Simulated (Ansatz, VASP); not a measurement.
# Au (Gold) in two plane-wave programs

Wanted: the spread between two codes on one cell, functional and k mesh. The cell is taken from a series of VASP runs on this material, whose earlier steps may have relaxed, scaled or displaced it; both programs get it as it stands.

Main program and level: Ansatz 0.2.0; plane waves, with VASP 6.6.1 beside it; single point at PBE with D3(BJ) and band structure at PBE with D3(BJ), spin-orbit coupling.

**1. Starting point**

It takes space group Fm-3m (No. 225, cubic). Conventional cell: a = 4.100 Å, b = 4.100 Å, c = 4.100 Å, α = 90.00°, β = 90.00°, γ = 90.00°. Au has 12 Au at 2.90 Å nearest.

**2. VASP: single point, PBE with D3(BJ)**

A single point gives forces, pressure and levels at one fixed geometry, so differences don't come from the geometry; what else differs is listed under the comparison.

Lines of VASP's logs that name or quote its potential files are left out, and so is its time.

Input file INCAR:

```
SYSTEM = Au
PREC = Accurate
ENCUT = 400
EDIFF = 1E-06
NELM = 100
ISMEAR = 1
SIGMA = 0.2
LREAL = .FALSE.
ALGO = Normal
GGA = PE
IVDW = 12
NBANDS = 11
LORBIT = 11
LWAVE = .FALSE.
LCHARG = .TRUE.
ISIF = 2
LELF = .TRUE.
LVHAR = .TRUE.
```

Input file POSCAR:

```
Au
1.0
    0.0000000000      2.0499998893      2.0499998893
    2.0499998893      0.0000000000      2.0499998893
    2.0499998893      2.0499998893      0.0000000000
Au
1
Direct
    0.0000000000      0.0000000000      0.0000000000
```

Input file KPOINTS:

```
Automatic mesh
0
Gamma
11 11 11
0 0 0
```

Potentials, in the order of the species: Au (PBE family, release 64).

Started as:

```
> mpirun -np 2 vasp_std
```

Numbers of over 12 decimals in the logs are rounded to 6 here.

Log:

```text
[banner, memory and clock lines left out]
running    2 mpi-ranks, on    1 nodes
 distrk:  each k-point on    2 cores,    1 groups
 distr:  one band on    1 cores,    2 groups

 POSCAR found type information on POSCAR Au
 POSCAR found :  1 types and       1 ions
 LDA part: xc-table for (Slater+PW92), standard interpolation
|                                                                             |
|           W    W    AA    RRRRR   N    N  II  N    N   GGGG   !!!           |
|           W    W   A  A   R    R  NN   N  II  NN   N  G    G  !!!           |
|           W    W  A    A  R    R  N N  N  II  N N  N  G       !!!           |
|           W WW W  AAAAAA  RRRRR   N  N N  II  N  N N  G  GGG   !            |
|           WW  WW  A    A  R   R   N   NN  II  N   NN  G    G                |
|           W    W  A    A  R    R  N    N  II  N    N   GGGG   !!!           |
|                                                                             |
|     The number of bands has been changed from the values supplied in        |
|     The orbitals not found in the WAVECAR file will be initialized with     |
|     random numbers, which is usually adequate. For correlated               |
|     calculations, however, you should redo the groundstate calculation.     |
|     I found NBANDS = 11. Now, NBANDS = 12.                                  |
|                                                                             |

 POSCAR, INCAR and KPOINTS ok, starting setup
 FFT: planning ... GRIDC
 FFT: planning ... GRID_SOFT
 FFT: planning ... GRID
 WAVECAR not read
 entering main loop
       N       E                     dE             d eps       ncg     rms          rms(c)
DAV:   1     0.386789731164E+02    0.38679E+02   -0.47730E+03  1480   0.647E+02
DAV:   2    -0.297759955968E+01   -0.41657E+02   -0.39330E+02  1600   0.162E+02
DAV:   3    -0.347801361678E+01   -0.50041E+00   -0.49995E+00  1616   0.166E+01
DAV:   4    -0.347970938103E+01   -0.16958E-02   -0.16957E-02  1608   0.114E+00
DAV:   5    -0.347972226447E+01   -0.12883E-04   -0.12884E-04  1648   0.926E-02    0.904E+00
DAV:   6    -0.323493587745E+01    0.24479E+00   -0.65775E-01  1452   0.655E+00    0.577E+00
DAV:   7    -0.321687032832E+01    0.18066E-01   -0.61606E-02  1600   0.203E+00    0.274E+00
DAV:   8    -0.321476496457E+01    0.21054E-02   -0.13618E-03  1476   0.300E-01    0.240E-01
DAV:   9    -0.321475706213E+01    0.79024E-05   -0.94337E-06  1624   0.254E-02    0.244E-02
DAV:  10    -0.321476206237E+01   -0.50002E-05   -0.27285E-06  1564   0.158E-02    0.134E-03
DAV:  11    -0.321476210216E+01   -0.39781E-07   -0.63514E-08   840   0.195E-03
   1 F= -.38727008E+01 E0= -.38729250E+01  d E =0.672447E-03
```

Parts of OUTCAR (step 2):

```text
ion  position               nearest neighbor table
   1  0.000  0.000  0.000-

  LATTYP: Found a face centered cubic cell.
 ALAT       =     4.0999997786

 Subroutine GETGRP returns: Found 48 space group operations
 (whereof 48 operations were pure point group operations)

The static configuration has the point symmetry O_h .

 Found     56 irreducible k-points:

   k-points           NKPTS =     56   k-points in BZ     NKDIM =     56   number of bands    NBANDS=     12

   dimension x,y,z NGX =    20 NGY =   20 NGZ =   20
   dimension x,y,z NGXF=    40 NGYF=   40 NGZF=   40

   ENCUT  =  400.0 eV  29.40 Ry    5.42 a.u.   4.73  4.73  4.73*2*pi/ulx,y,z

   NELECT =      11.0000    total number of electrons

 k-points in reciprocal lattice and weights: Automatic mesh
   0.00000000  0.00000000  0.00000000       0.001
   0.09090909  0.00000000  0.00000000       0.006
   0.18181818  0.00000000  0.00000000       0.006
   0.27272727  0.00000000  0.00000000       0.006
   0.36363636  0.00000000  0.00000000       0.006
   0.45454545  0.00000000  0.00000000       0.006
   0.09090909  0.09090909  0.00000000       0.005
   0.18181818  0.09090909  0.00000000       0.018
   0.27272727  0.09090909  0.00000000       0.018
[...]
-0.36363636  0.45454545  0.18181818       0.018
  -0.27272727  0.45454545  0.18181818       0.018

 average (electrostatic) potential at core
       1 -64.2794

 E-fermi :   9.3336

 k-point     1 :       0.0000    0.0000    0.0000
  band No.  band energies     occupation
    ...
      2       4.6596      2.00000
      3       4.6596      2.00000
      4       4.6596      2.00000
      5       6.1461      2.00000
      6       6.1461      2.00000
      7      23.8306      0.00000
      8      27.7655      0.00000
      9      27.7655      0.00000
     10      27.7655      0.00000
     11      32.6368      0.00000
    ...

 k-point     2 :       0.0909    0.0000    0.0000
  band No.  band energies     occupation
    ...
      2       4.5725      2.00000
      3       4.7529      2.00000
      4       4.7529      2.00000
      5       6.1072      2.00000
      6       6.1072      2.00000
      7      24.1354      0.00000
      8      26.1444      0.00000
      9      28.0937      0.00000
     10      28.0937      0.00000
     11      33.3699      0.00000
    ...

 k-point     3 :       0.1818    0.0000    0.0000
  band No.  band energies     occupation
    ...
      2       4.4316      2.00000
      3       4.9215      2.00000
      4       4.9215      2.00000
      5       6.1116      2.00000
      6       6.1116      2.00000
      7      22.9363      0.00000
      8      24.9591      0.00000
      9      28.8782      0.00000
     10      28.8782      0.00000
     11      31.2785      0.00000
    ...

 Edisp (eV)   -0.65794

  Total       0.00191     0.00191     0.00191    -0.00000    -0.00000    -0.00000
  in kB       0.17778     0.17778     0.17778    -0.00000    -0.00000    -0.00000
  external pressure =        0.18 kB  Pullay stress =        0.00 kB

  energy-cutoff  :      400.00
  volume of cell :       17.23
      direct lattice vectors                 reciprocal lattice vectors
     0.000000000  2.049999889  2.049999889    -0.243902452  0.243902452  0.243902452
     2.049999889  0.000000000  2.049999889     0.243902452 -0.243902452  0.243902452
     2.049999889  2.049999889  0.000000000     0.243902452  0.243902452 -0.243902452

 POSITION                                       TOTAL-FORCE (eV/Angst)
 -----------------------------------------------------------------------------------
      0.00000      0.00000      0.00000         0.000000      0.000000      0.000000
 -----------------------------------------------------------------------------------
    total drift:                               -0.000000     -0.000000     -0.000000

  FREE ENERGIE OF THE ION-ELECTRON SYSTEM (eV)
  ---------------------------------------------------
  free  energy   TOTEN  =        -3.8727008111 eV

  energy  without entropy=       -3.8733732576  energy(sigma->0) =       -3.87292496

 total charge
# of ion       s       p       d       tot
------------------------------------------
    1        0.536   0.348   8.763   9.647

[... 3 further parts left out ...]
```

This run has no spin polarisation. Its electron count is odd, so without a moment it is a metal by construction. Dispersion corrections of this kind ignore metallic screening and tend to overbind metals.

**3. Ansatz: single point, PBE with D3(BJ)**

Ansatz runs on its default PAW (the set named soft_2) files.

The same cell, functional, mesh and smearing now go to Ansatz, which takes its cutoff from its data sets.

Input file input.yaml:

```yaml
crystal:
  lattice:
    - [0.0, 2.0499998893, 2.0499998893]
    - [2.0499998893, 0.0, 2.0499998893]
    - [2.0499998893, 2.0499998893, 0.0]
  atoms:
    - { symbol: Au, position: [0.0, 0.0, 0.0] }
hamiltonian:
  xc: pbe
  pseudopotentials: { kind: paw }
  dispersion: d3bj
kpoints:
  mp_grid: { grid: [11, 11, 11] }
scf:
  occupations: { method: methfessel_paxton, width: 0.2 }
  n_extra_bands: 4
output:
  forces: true
  stress: true
  eigenvalues: true
```

Started as:

```
> ansatz run input.yaml --threads 2 --pin off --max-ram 4608MiB --backend cpu --events-out ev --progress --plain --runs-dir out
```

Log:

```text
scf.n_extra_bands = 4 over 10 filled bands (N_el = 19.0): the run solves 14 bands
Engine: ansatz 0.2.0, aarch64-unknown-linux-gnu
Pseudopotentials: kind: paw
Pseudopotential: Au, paw, valence charge 19, recommended cutoff 420 eV (normal), Au.paw.azcp
Functional definition: PBE
  parameter kappa = 0.804
  parameter beta = 0.066725
  exchange = pbe_x(kappa = kappa, mu = beta*pi^2/3)
  correlation = pbe_c(beta = beta)
Crystal: 1 atoms, lattice volume = 17.230 Å³
Basis set: ecut = 420 eV, 331 PW (Γ), exchange–correlation on 40×40×40 points (8 copies of the dense FFT grid, shifted against one another)
Bands: 14, of which v1, the nominal top of the filled ones, is band 10 counted from 1 (9 counted from 0)
Symmetry: 48 space group operations
Space group: Fm-3m (ITA 225), of the structure as read, at distance tolerance 2.6e-5 Å
k-points: 56 of 1331
Non-local potential: Au, projectors of the file, l = 0: 3, l = 1: 2, l = 2: 2, l = 3: 1
PAW form: soft (Blöchl's): semilocal exchange-correlation on the pseudo side does not see the compensation charge
PAW one-centre angular grid: Au, 590 points (default); XC on 64 Gauss nodes
Initial density: superposition of atomic densities (neutral atoms: chi_scale 0, normalization atom), corrected by the library's trained network
Initial wavefunctions: pseudopotential atomic-orbital guess
Functional: x = pbe(κ = 0.804, μ = 0.219515), c = pbe(β = 0.066725)
SCF iter   1: F=—  HF=-13149.979034 eV  |F-HF|=—  |Δ(HF+E_count)|=         —  Δρ=1.62e-3  dr2=1.24e-4  ethr=1.77e-3  ⟨swp⟩=4.0  Hψ=3726  notcnv=0
preconditioner: auto → none  [insulator: Δε(μ)=0.267 eV  Ē_g=15.935 eV  σ=0.200 eV  W_gap=0.89  n_scr=8 (ndim 8)  ℏωp=29.7 eV  f_vac=0.000  D(μ)=0.16/eV (n_scr^D=0)  ε∞_Penn≈4.5]
SCF iter   2: F=—  HF=-13149.979448 eV  |F-HF|=—  |Δ(HF+E_count)|=   4.14e-4  S|Δr|=    0.00e0  Δρ=8.34e-4  dr2=2.93e-5  ethr=6.54e-7  ⟨swp⟩=2.9  Hψ=1765  notcnv=0
SCF iter   3: F=—  HF=-13149.979529 eV  |F-HF|=—  |Δ(HF+E_count)|=   8.09e-5  S|Δr|=    0.00e0  Δρ=2.31e-4  dr2=8.00e-6  ethr=1.54e-7  ⟨swp⟩=2.0  Hψ=1081  notcnv=0
SCF iter   4: F=-13149.979528 eV  HF=-13149.979528 eV  |F-HF|=4.42e-8  |Δ(HF+E_count)|=   1.44e-6  S|Δr|=    0.00e0  Δρ=2.46e-5  dr2=3.00e-8  ethr=5.26e-10  ⟨swp⟩=4.9  Hψ=3954  notcnv=0
SCF 1 converged in 4 iterations: F = -13149.979528 eV  dr2 = 3.00e-8
  greatest PAW one-centre occupation: 1.000 electrons in one spin orbital (limit 2), on the Au atom at site 0 (counted from 0), in its partial waves of l = 0
SCF converged after 4 iterations
Stability not checked: this state was not tested for a lower state beside it, because cold or Methfessel-Paxton smearing, or corrected tetrahedra, fill the levels in a way that the test cannot read (fill_not_monotonic; see scf.lower_state_search)
Free energy (F): -13149.979528 eV
Harris-Foulkes:  -13149.979528 eV  (|F-HF|=4.42e-8)
Internal energy: -13149.980085 eV  (E = F + TS)
E sigma→0 (E₀):  -13149.979667 eV
Entropy (-TS):   0.000557 eV (0.557 meV/atom)
Fermi energy:    20.380989 eV
--- Per-component energies (eV) ---
  E_band       = -211.509837
  E_kinetic    = 604.964994
  E_local      = -1720.589194  (includes V_loc(G=0)·N_el)
  E_nonlocal   = 74.265306
  E_hartree    = 733.379887
  E_xc         = -228.113242
  E_vxc        = -275.385475  (∫ρ·V_xc dr)
  E_paw        = -9706.723693  (= ΣΔE_a)
  E_vpaw       = -361.521741  (= ΣTr[D̂ρ^β])
  E_aug_tail   = 0.001474  (compensation charges beyond the density's cutoff)
  E_ewald      = -2906.507501
  E_disp       = -0.658115  (pairwise vdW)
  E_smearing   = 0.000557  (= −TS)
  E_closure    = 0.000000  (closes the sum)
  Σ components = -13149.979528   (vs F -13149.979528, Δ=0.00e0)
--- Forces (eV/Å), atoms counted from 1 ---
  atom   1  Au    -0.00000000     0.00000000     0.00000000
  max |Σ_I F_I| component: 8.22e-32 eV/Å
--- Stress (GPa, compression-positive) ---
        0.268773       0.000000       0.000000
       -0.000000       0.268773      -0.000000
        0.000000       0.000000       0.268773
  P = ⅓ Tr σ = 0.2688 GPa (2.688 kbar)
--- Band table (eV; the first three rows and the last of 56) ---
  k-point 0: bands = [... 6 lower, 15.7101, 15.7101, 17.2002, 17.2002, 34.8290, 38.7631, 38.7631, 38.7631]
  k-point 1: bands = [... 6 lower, 15.8038, 15.8038, 17.1611, 17.1611, 35.1325, 37.1570, 39.0904, 39.0904]
  k-point 2: bands = [... 6 lower, 15.9727, 15.9727, 17.1659, 17.1659, 33.9726, 35.9514, 39.8785, 39.8785]
  k-point 55: bands = [... 6 lower, 15.5414, 17.0992, 18.6032, 24.5230, 26.2321, 27.1940, 30.3438, 41.3536]
```

Run time: 0.51 s. Hardware: 2 threads of Arm Neoverse V2, shared host; peak memory 0.26 GiB.

In the SCF lines HF is the Harris–Foulkes energy and dr2 the Hartree energy of the density residual, in eV; the loop may stop once dr2 is under the threshold and the program's other checks hold. Hψ counts applications of the Hamiltonian.

The run ends at a pressure of 0.27 GPa.

**4. Side by side**

Known differences besides the potentials themselves: the data sets hold 19 valence electrons in Ansatz (default PAW (the set named soft_2) files) and 11 in VASP; the cutoff is 420 eV in Ansatz and 400 eV in VASP; VASP leaves aspherical gradient terms in its spheres out (LASPH is not set), Ansatz keeps them. Total energies have different zeros and are not compared.

Compared:

```tsv
quantity	Ansatz	VASP	difference
pressure (GPa)	0.27	0.02	+0.25
pressure without Ansatz's Pulay correction (GPa)	0.21	0.02	+0.19
```

Ansatz's pressure holds a Pulay correction of 0.06 GPa; VASP's holds none.

**5. Ansatz: band structure, PBE with D3(BJ), spin-orbit coupling**

A single point gives forces, pressure and levels at one fixed geometry, so differences don't come from the geometry; what else differs is listed under the comparison.

The cell is taken from a series of VASP runs on this material, whose earlier steps may have relaxed, scaled or displaced it; both programs get it as it stands.

Input file input.yaml:

```yaml
crystal:
  lattice:
    - [0.0, 2.0499998893, 2.0499998893]
    - [2.0499998893, 0.0, 2.0499998893]
    - [2.0499998893, 2.0499998893, 0.0]
  atoms:
    - { symbol: Au, position: [0.0, 0.0, 0.0] }
hamiltonian:
  xc: pbe
  pseudopotentials: { kind: paw_fr }
  dispersion: d3bj
magnetization:
  noncollinear: true
  spin_orbit: true
kpoints:
  mp_grid: { grid: [9, 9, 9] }
  band_path:
    path:
      - [0.0, 0.0, 0.0]
      - [0.16667, 0.0, 0.16667]
      - [0.33333, 0.0, 0.33333]
      - [0.5, 0.0, 0.5]
      - [0.5, 0.08333, 0.58333]
      - [0.5, 0.18333, 0.68333]
      - [0.5, 0.25, 0.75]
      - [0.45, 0.3, 0.75]
      - [0.40833, 0.34167, 0.75]
      - [0.35, 0.35, 0.7]
      - [0.225, 0.225, 0.45]
      - [0.075, 0.075, 0.15]
      - [0.03333, 0.03333, 0.03333]
      - [0.23333, 0.23333, 0.23333]
      - [0.4, 0.4, 0.4]
      - [0.51667, 0.46667, 0.51667]
      - [0.55833, 0.38333, 0.55833]
      - [0.60833, 0.28333, 0.60833]
      - [0.60833, 0.25, 0.64167]
      - [0.55833, 0.25, 0.69167]
      - [0.51667, 0.25, 0.73333]
      - [0.5, 0.3, 0.7]
      - [0.5, 0.38333, 0.61667]
      - [0.5, 0.48333, 0.51667]
      - [0.475, 0.475, 0.55]
      - [0.425, 0.425, 0.65]
      - [0.38333, 0.38333, 0.73333]
      - [0.59167, 0.18333, 0.59167]
      - [0.55, 0.1, 0.55]
      - [0.5, 0.0, 0.5]
    npoints: 1
scf:
  occupations: { method: methfessel_paxton, width: 0.2 }
  n_extra_bands: 12
output:
  forces: true
  stress: true
  eigenvalues: true
  write_density: true
  write_potential: true
  elf: true
  volumetric_format: npy
```

Log:

```text
[...]
non-collinear run that drives no moment, with spin-orbit: no starting moment large enough to seed its density (crystal.atoms[].spin), no starting occupations that ask for one, no magnetisation constraint and no magnetic field, so the semilocal B_xc is pinned to zero
Crystal: 1 atoms, lattice volume = 17.230 Å³
[...]
k-point 1: bands = [... 15 lower, 16.3811, 17.3679, 17.3679, 17.5269, 17.5269, 35.2271, 35.2271, 36.3897, ... 8 higher]
  k-point 2: bands = [... 15 lower, 16.5935, 17.2427, 17.2427, 17.7652, 17.7652, 32.3438, 32.3438, 35.9924, ... 8 higher]
  k-point 34: bands = [... 15 lower, 17.3356, 18.6636, 18.6636, 23.8398, 23.8398, 26.4364, 26.4364, 27.6446, ... 8 higher]
[key lines of the parts left out:]
SCF converged after 6 iterations
Magnetization: |M| = 0.0000 μB,  M = (+0.0000, +0.0000, +0.0000) μB
Free energy (F): -13187.476102 eV
Fermi energy:    20.255552 eV
P = ⅓ Tr σ = -1.0847 GPa (-10.847 kbar)
```

The job ended after 3.4 s (2 threads; peak memory 0.32 GiB).

(Continued in part 2 of 2.)

[Lines on the potential files, build, host, timing and source positions are cut from VASP's logs without a mark.]

[Logs are printed without paths, hosts, clocks, repeated set-up lines and the standing remarks that a program may print on its own settings, such as how far it seeks lower states.]

[Hosts, paths, dates, database ids (printed as entryN), source tags and the programs' standing remarks are cut or masked in the printed files.]
